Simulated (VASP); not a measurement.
Level of theory: PBE GGA, VASP's PBE PAW potentials (set 64) (plane waves; VASP 6.6.1).

Input for VASP

INCAR:
```
ALGO = Normal
EDIFF = 1E-6
ENCUT = 300
GGA = PE
ISIF = 2
ISMEAR = 1
LASPH = .TRUE.
LCHARG = .FALSE.
LMAXMIX = 4
LREAL = .FALSE.
LWAVE = .FALSE.
NELM = 100
PREC = Accurate
SIGMA = 0.1
SYSTEM = NiSi2
```

### POSCAR
```
NiSi2
1
    0.0000000000     2.6885000000     2.6885000000
    2.6885000000     0.0000000000     2.6885000000
    2.6885000000     2.6885000000     0.0000000000
Si Ni
2 1
Direct
  0.2500000000   0.2500000000   0.2500000000
  0.7500000000   0.7500000000   0.7500000000
  0.0000000000   0.0000000000   0.0000000000
```

KPOINTS:
```
kpoints
0
Gamma
5 5 5
0.5 0.5 0.5
```

POTCAR, in this order: Si Ni (PBE.64 set). Program: vasp_std.

The run wrote:

File OSZICAR:
```
       N       E                     dE             d eps       ncg     rms          rms(c)
DAV:   1     0.508875963477E+02    0.50888E+02   -0.56961E+03   494   0.905E+02
DAV:   2    -0.166601945469E+02   -0.67548E+02   -0.63640E+02   524   0.201E+02
DAV:   3    -0.193272303286E+02   -0.26670E+01   -0.25216E+01   637   0.435E+01
DAV:   4    -0.193698453768E+02   -0.42615E-01   -0.42585E-01   584   0.569E+00
DAV:   5    -0.193708123238E+02   -0.96695E-03   -0.96680E-03   640   0.880E-01    0.165E+01
DAV:   6    -0.239080818950E+02   -0.45373E+01   -0.53753E+01   542   0.172E+02    0.241E+01
DAV:   7    -0.174565789172E+02    0.64515E+01   -0.15518E+01   594   0.108E+02    0.409E+00
DAV:   8    -0.174048506865E+02    0.51728E-01   -0.22721E+00   726   0.249E+01    0.280E+00
DAV:   9    -0.173536043307E+02    0.51246E-01   -0.28746E-01   612   0.107E+01    0.556E-01
DAV:  10    -0.173529635107E+02    0.64082E-03   -0.84230E-03   664   0.160E+00    0.261E-01
DAV:  11    -0.173530816180E+02   -0.11811E-03   -0.80010E-04   608   0.258E-01    0.294E-02
DAV:  12    -0.173531097869E+02   -0.28169E-04   -0.50064E-05   634   0.132E-01    0.201E-02
DAV:  13    -0.173531122205E+02   -0.24337E-05   -0.22077E-05   554   0.878E-02    0.769E-03
DAV:  14    -0.173531124821E+02   -0.26158E-06   -0.11508E-06   462   0.108E-02
   1 F= -.17353112E+02 E0= -.17352612E+02  d E =-.150007E-02
```

File OUTCAR:
```
------------------------ aborting loop because EDIFF is reached ----------------------------------------
  FORCE on cell =-STRESS in cart. coord.  units (eV):
  Direction    XX          YY          ZZ          XY          YZ          ZX
  --------------------------------------------------------------------------------------
  Total        1.3749079      1.3749079      1.3749079     -0.0000000     -0.0000000      0.0000000
  in kB       56.6792467     56.6792467     56.6792467     -0.0000000     -0.0000000      0.0000000
  external PRESSURE =      56.6792467 kB  Pullay stress =       0.0000000 kB
  volume of cell :       38.87
      direct lattice vectors                 reciprocal lattice vectors
     0.000000000  2.688500000  2.688500000    -0.185977311  0.185977311  0.185977311
     2.688500000  0.000000000  2.688500000     0.185977311 -0.185977311  0.185977311
     2.688500000  2.688500000  0.000000000     0.185977311  0.185977311 -0.185977311
 POSITION                                       TOTAL-FORCE (eV/Angst)
 -----------------------------------------------------------------------------------
      1.34425      1.34425      1.34425         0.000000      0.000000      0.000000
      4.03275      4.03275      4.03275        -0.000000     -0.000000     -0.000000
      0.00000      0.00000      0.00000        -0.000000      0.000000     -0.000000
 -----------------------------------------------------------------------------------
    total drift:                               -0.000000      0.000000      0.000000
  FREE ENERGIE OF THE ION-ELECTRON SYSTEM (eV)
  ---------------------------------------------------
  free  energy   TOTEN  =       -17.3531124821 eV

  energy  without entropy=      -17.3516124112  energy(sigma->0) =      -17.35261246
```
(Selected blocks of OUTCAR.)

At this cut-off the stress carries a Pulay error, which pulls relaxed volumes low.

The structure is a typed NiSi2 crystal. The cell was not relaxed at this level. The k-mesh is coarse (spacing up to 0.40 per Å, 2π included), so the numbers may not be converged in it. The run is one of a series of settings (KPOINTS 5×5×5 Γ-centred mesh shifted by (0.5, 0.5, 0.5) against the base run), some of them coarse on purpose. The run is not spin-polarised, so no magnetic state was tried.
